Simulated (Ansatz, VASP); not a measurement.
# Cross-check of Ti2CF2 between VASP and Ansatz, part 2 of 2

Aim: how closely do two programs agree when they are given the same cell, functional and k mesh? The structure shown is the start of the Ansatz relaxation below; VASP solves that cell, so the two are compared at the walk's first step.

VASP 6.6.1 and Ansatz 0.2.0.

So far. Step 4 (Differences): The forces differ by 12 meV/Å r.m.s., which is 1.3 % of the r.m.s. force of 0.931 eV/Å (both taken over all components). With vacuum in the cell, a pressure given here is an average over mostly empty space and none of the material.

### 6. VASP: single point, PBE, start cell, pair 2

Level of this step: PBE, no spin polarisation; plane waves and PAW (C, Ti_sv, F) (VASP).

The same cell, functional, mesh and smearing now go to VASP, with its own data sets.

Input file INCAR:

```
SYSTEM = Ti2CF2
PREC = Accurate
ENCUT = 520
EDIFF = 1E-06
NELM = 120
ISMEAR = 0
SIGMA = 0.1
LREAL = .FALSE.
ALGO = Normal
GGA = PE
NBANDS = 27
LASPH = .TRUE.
LORBIT = 11
LWAVE = .FALSE.
LCHARG = .FALSE.
ISIF = 2
LDIPOL = .TRUE.
IDIPOL = 3
DIPOL = 0.5 0.5 0.301
LVHAR = .TRUE.
GGA_COMPAT = .FALSE.
NELMDL = -8
KPAR = 2
```

Input file POSCAR:

```
Ti2CF2
1.0
    3.0551750000      0.0000000000      0.0000000000
   -1.5275870000      2.6458590000      0.0000000000
    0.0000000000      0.0000000000     33.2000000000
C Ti F
1 2 2
Direct
    0.0000000000      0.0000000000      0.3012048193
    0.3333332242      0.6666666667      0.3354503313
    0.6666664485      0.3333333333      0.2669593072
    0.6666664485      0.3333333333      0.3731879518
    0.3333332242      0.6666666667      0.2292216867
```

Input file KPOINTS:

```
Automatic mesh
0
Gamma
15 15 1
0 0 0
```

Potentials, in the order of the species: C, Ti_sv and F (PBE family, release 64).

Launch:

```
$ mpirun -np 2 vasp_std
```

Numbers of over 12 decimals in the logs are rounded to 6 here.

The program printed:

```text
[... set-up lines as in an earlier step ...]
 entering main loop
       N       E                     dE             d eps       ncg     rms          rms(c)
DAV:   1     0.489142611003E+03    0.48914E+03   -0.21164E+04  1762   0.134E+03
DAV:   2     0.275607586731E+02   -0.46158E+03   -0.45349E+03  1787   0.404E+02
DAV:   3    -0.433885783703E+02   -0.70949E+02   -0.70482E+02  2062   0.159E+02
DAV:   4    -0.497243207474E+02   -0.63357E+01   -0.63264E+01  2345   0.437E+01
[...]
DAV:  24    -0.395361094145E+02   -0.31300E-05   -0.10726E-07   896   0.240E-03    0.327E-04
DAV:  25    -0.395361115162E+02   -0.21018E-05   -0.62761E-08   845   0.128E-03    0.219E-04
DAV:  26    -0.395361123177E+02   -0.80147E-06   -0.23619E-08   780   0.944E-04
   1 F= -.39536112E+02 E0= -.39532069E+02  d E =-.808616E-02
```

OUTCAR, selected parts (step 6):

```text
  Total        0.0629675      0.0629675     -0.0014931      0.0000000     -0.0000000     -0.0000000
  in kB        0.3759120      0.3759120     -0.0089136      0.0000001     -0.0000000     -0.0000000
  external PRESSURE =       0.2476368 kB  Pullay stress =       0.0000000 kB

 POSITION                                       TOTAL-FORCE (eV/Angst)
 -----------------------------------------------------------------------------------
      0.00000      0.00000     10.00000         0.000000      0.000000      0.000000
     -0.00000      1.76391     11.13695        -0.000000      0.000000      0.013356
      1.52759      0.88195      8.86305         0.000000     -0.000000     -0.013356
      1.52759      0.88195     12.38984         0.000000     -0.000000      0.014308
     -0.00000      1.76391      7.61016        -0.000000      0.000000     -0.014308
 -----------------------------------------------------------------------------------
    total drift:                                0.003514     -0.000000     -0.000006

  FREE ENERGIE OF THE ION-ELECTRON SYSTEM (eV)
  ---------------------------------------------------
  free  energy   TOTEN  =       -39.5361123177 eV

  energy  without entropy=      -39.5280261608  energy(sigma->0) =      -39.53206924

[... 3 further parts left out ...]
[key lines of the parts left out:]
E-fermi :  -2.2987
```

The run ends at a pressure of 0.02 GPa, with forces up to 0.014 eV/Å.

### 7. Comparison

What differs besides the data sets and the points named for the pairs above, as far as they apply: the cutoff is 420 eV in Ansatz and 520 eV in VASP. Total energies have different zeros and are not compared.

At this near-relaxed geometry the largest component of a force difference is 24 meV/Å. With vacuum in the cell, a pressure given here is an average over mostly empty space and none of the material.

### 8. Ansatz: relaxation, PBE

The two programs are compared at the cell with which this relaxation starts, whose forces are those of its first step.

The structure compared here is the start of the Ansatz relaxation; VASP solves that cell, so the two are compared at the walk's first step.

Input file input.yaml:

```yaml
crystal:
  lattice:
    - [3.0548480909, 0.0, 0.0]
    - [-1.5274240455, 2.6455760515, 0.0]
    - [0.0, 0.0, 33.2]
  atoms:
    - { symbol: C, position: [0.0, 0.0, 0.3012048193] }
    - { symbol: Ti, position: [0.3333333333, 0.6666666667, 0.3354494578] }
    - { symbol: Ti, position: [0.6666666667, 0.3333333333, 0.2669601808] }
    - { symbol: F, position: [0.6666666667, 0.3333333333, 0.3731620838] }
    - { symbol: F, position: [0.3333333333, 0.6666666667, 0.2292475548] }
  periodic: [true, true, false]
kpoints:
  mp_grid: { grid: [18, 18, 1] }
hamiltonian:
  xc: pbe
scf:
  occupations: { method: methfessel_paxton, width: 0.15 }
output:
  forces: true
  stress: true
  eigenvalues: true
  write_density: true
  write_potential: true
  elf: true
  volumetric_format: npy
relax:
  adjacent_minimum: "off"
  f_tol: 0.001
  max_steps: 60
  cell: { stress_2d_tol: 0.002 }
```

Launch:

```
$ ansatz run input.yaml --threads 8 --pin off --max-ram 14336MiB --backend cpu --events-out ev --progress --plain --runs-dir out
```

The program printed:

```text
[...]
Crystal: 5 atoms, lattice volume = 268.317 Å³
Basis set: ecut = 420 eV, 5235 PW (Γ), exchange–correlation on 48×48×450 points (8 copies of the dense FFT grid, shifted against one another)
Bands: 26, of which v1, the nominal top of the filled ones, is band 21 counted from 1 (20 counted from 0)
Symmetry: 12 space group operations
[...]
k-points: 37 of 324
[...]
cell:  # Å, volume = 268.3363 Å³
    - [3.054959, 2.88686181450352e-11, 0]
    - [-1.527479, 2.645672, 0]
    - [0, 0, 33.2]
  atoms:
    - { symbol: C, position: [0, 0, 0.3012048193] }
    - { symbol: Ti, position: [0.333333, 0.666667, 0.335431] }
    - { symbol: Ti, position: [0.666667, 0.333333, 0.266978] }
    - { symbol: F, position: [0.666667, 0.333333, 0.373163] }
    - { symbol: F, position: [0.333333, 0.666667, 0.229247] }
[key lines of the parts left out:]
SCF converged after 8 iterations
Free energy (F): -6872.473429 eV
Fermi energy:    -4.810847 eV
P = ½ c Tr σ = 0.0007 N/m
```

### 9. VASP: single point, PBE, start cell, pair 3

The same cell, functional, mesh and smearing now go to VASP, with its own data sets.

INCAR: that of step 6 with these lines changed.

```diff
@@ -5,4 +5,4 @@
 NELM = 120
-ISMEAR = 0
-SIGMA = 0.1
+ISMEAR = 1
+SIGMA = 0.15
 LREAL = .FALSE.
```

Input file POSCAR:

```
Ti2CF2
1.0
    3.0548480000      0.0000000000      0.0000000000
   -1.5274240000      2.6455760000      0.0000000000
    0.0000000000      0.0000000000     33.2000000000
C Ti F
1 2 2
Direct
    0.0000000000      0.0000000000      0.3012048193
    0.3333332703      0.6666665407      0.3354494578
    0.6666667297      0.3333334593      0.2669601807
    0.6666667297      0.3333334593      0.3731620783
    0.3333332703      0.6666665407      0.2292475602
```

Input file KPOINTS:

```
Automatic mesh
0
Gamma
18 18 1
0 0 0
```

Launch:

```
$ mpirun -np 2 vasp_std
```

The program printed:

```text
[... set-up lines as in an earlier step ...]
 entering main loop
       N       E                     dE             d eps       ncg     rms          rms(c)
DAV:   1     0.489324399247E+03    0.48932E+03   -0.21287E+04  2422   0.135E+03
DAV:   2     0.264665680339E+02   -0.46286E+03   -0.45467E+03  2490   0.402E+02
DAV:   3    -0.435278153214E+02   -0.69994E+02   -0.69537E+02  2828   0.159E+02
DAV:   4    -0.497384386095E+02   -0.62106E+01   -0.62012E+01  3246   0.435E+01
[...]
DAV:  24    -0.395305691152E+02   -0.22286E-05   -0.10988E-07  1189   0.266E-03    0.288E-04
DAV:  25    -0.395305714442E+02   -0.23291E-05   -0.78930E-08  1204   0.144E-03    0.273E-04
DAV:  26    -0.395305722039E+02   -0.75965E-06   -0.23400E-08  1043   0.108E-03
   1 F= -.39530572E+02 E0= -.39530548E+02  d E =-.728989E-04
```

OUTCAR, selected parts (step 9):

```text
  Total        0.0919390      0.0919390      0.0225756      0.0000000      0.0000000      0.0000000
  in kB        0.5489877      0.5489877      0.1348036      0.0000000      0.0000000      0.0000000
  external PRESSURE =       0.4109264 kB  Pullay stress =       0.0000000 kB

 POSITION                                       TOTAL-FORCE (eV/Angst)
 -----------------------------------------------------------------------------------
      0.00000      0.00000     10.00000        -0.000000      0.000000     -0.000000
     -0.00000      1.76372     11.13692        -0.000000     -0.000000     -0.010676
      1.52742      0.88186      8.86308         0.000000      0.000000      0.010676
      1.52742      0.88186     12.38898        -0.000000      0.000000      0.030838
     -0.00000      1.76372      7.61102         0.000000      0.000000     -0.030838
 -----------------------------------------------------------------------------------
    total drift:                                0.000000     -0.000000      0.000027

  FREE ENERGIE OF THE ION-ELECTRON SYSTEM (eV)
  ---------------------------------------------------
  free  energy   TOTEN  =       -39.5305722039 eV

  energy  without entropy=      -39.5304993050  energy(sigma->0) =      -39.53054790

[... 3 further parts left out ...]
[key lines of the parts left out:]
E-fermi :  -2.3172
```

The run ends at a pressure of 0.04 GPa, with forces up to 0.031 eV/Å.

### 10. Comparison

At this near-relaxed geometry the largest component of a force difference is 25 meV/Å. With vacuum in the cell, a pressure given here is an average over mostly empty space and none of the material.

### 11. Outcome

| Property | Result |
| --- | --- |
| r.m.s. force difference (single point, PBE, start cell, pair 1) | 1.3 % of the r.m.s. force |
| r.m.s. force difference (single point, PBE, start cell, pair 2) | 9.4 meV/Å |
| r.m.s. force difference (single point, PBE, start cell, pair 3) | 9.4 meV/Å |

In words: The r.m.s. force difference is 9.4 meV/Å (single point, PBE, start cell, pair 3), within the 12 meV/Å picked in this series as the mark of a large difference. 3 further runs of this series are not shown here. Such differences can come from data sets, numerical settings and the points named under the comparisons, not from the functional's error against experiment.

[Lines on the potential files, build, host, timing and source positions are cut from VASP's logs without a mark.]

[Logs are printed without paths, hosts, clocks, repeated set-up lines and the standing remarks that a program may print on its own settings, such as how far it seeks lower states.]

[Hosts, paths, dates, database ids (printed as entryN), source tags and the programs' standing remarks are cut or masked in the printed files.]
